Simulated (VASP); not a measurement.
KTaO$_{3}$ (cubic perovskite): the LDA highest Γ mode (no LO-TO splitting) against the volume, with the cell scaled uniformly; LDA's own equilibrium is at 12.425 Å³/atom. VASP (PAW), 520 eV cut-off, 7×7×7 Γ-centred mesh, Gaussian smearing of 0.010 eV, potentials K_sv Ta_pv O.   Fit ln ω as a straight line in ln V.

```
V (Å³/atom)  ln(ω/cm⁻¹)
-----------  ----------
11.307           6.5709
11.679           6.4888
12.052           6.4051
12.425           6.3213
12.798           6.2449
13.17            6.1741
```

Fit the rows as the text says and predict the value at 10.934.

The slope is -2.62, a mode Grüneisen parameter of 2.62. The line misses the rows by up to 0.0030 and gives 6.6596 at 10.934. The run gave 6.6511, -0.0085 from the line.

Left out are failed runs and those whose mesh is unfit for this quantity.

The compound is KTaO3 in the cubic perovskite structure.
